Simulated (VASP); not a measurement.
Write the native input for VASP 6.6.1 that does the following.

| Item | Value |
| --- | --- |
| Task | single point |
| Functional | rev-vdW-DF2 |
| Potentials or basis | VASP PAW PBE potentials, release 64 (Ru_pv, Ag) |
| Cutoff | 400 eV |
| k mesh | 6 × 6 × 1 |
| Occupations | methfessel-paxton, width 0.1 eV |
| Spin | no spin polarisation |
| Further INCAR settings | LREAL = Auto; ALGO = Fast; EDIFF = 1e-07; NBANDS = 132; ISYM = 0 |

The structure of AgRu16 lies in POSCAR:

```
AgRu16
1.0
    5.4000000000      0.0000000000      0.0000000000
    2.7000000000      4.6765371804      0.0000000000
    0.0000000000      0.0000000000     22.9152000000
Ru Ag
16 1
Direct
    0.8333000000      0.3333000000      0.1091000000
    0.3333000000      0.3333000000      0.1091000000
    0.8333000000      0.8333000000      0.1091000000
    0.3333000000      0.8333000000      0.1091000000
    0.0000000000      0.0000000000      0.2024000000
    0.5000000000      0.0000000000      0.2024000000
    0.0000000000      0.5000000000      0.2024000000
    0.5000000000      0.5000000000      0.2024000000
    0.8334000000      0.3328000000      0.2949000000
    0.3332000000      0.3333000000      0.2953000000
    0.8335000000      0.8337000000      0.2949000000
    0.3326000000      0.8336000000      0.2949000000
    0.9998000000      0.0001000000      0.3861000000
    0.5024000000      0.9949000000      0.3855000000
    0.9945000000      0.5026000000      0.3855000000
    0.5023000000      0.5025000000      0.3855000000
    0.3320000000      0.3333000000      0.4834000000
```

The cell was built by a generator and needn't be a form met in nature.

The input as run:

INCAR

```
PREC = Accurate
ENCUT = 400
EDIFF = 1E-7
ISMEAR = 1
SIGMA = 0.1
LREAL = Auto
LASPH = T
NELM = 100
ALGO = Fast
ISIF = 2
LWAVE = F
LCHARG = F
GGA = MK
LUSE_VDW = T
AGGAC = 0.0
PARAM1 = 0.1234
PARAM2 = 0.711357
ZAB_VDW = -1.8867
NBANDS = 132
ISYM = 0
KPAR = 4
```

KPOINTS

```
regular mesh
0
Gamma
  6 6 1
```

Potentials or basis: VASP PAW PBE potentials, release 64 (Ru_pv, Ag).

Run with:

```bash
$ cat potpaw_PBE.64/Ru_pv/POTCAR potpaw_PBE.64/Ag/POTCAR > POTCAR
$ mpirun -np 4 vasp_std > vasp.out
```

It gave:

```json
{
  "Largest force": "0.706 eV/Å",
  "Band gap on the k mesh": "none (metal or under the smearing width)"
}
```

Caveat: the PAW data sets were made with another functional, which shifts forces and pressure a little.

Run time: 29 min on 4 MPI ranks on Intel(R) Xeon(R) Platinum 8488C (Sapphire Rapids), with other jobs on the host, peak memory 1.8 GiB a rank.
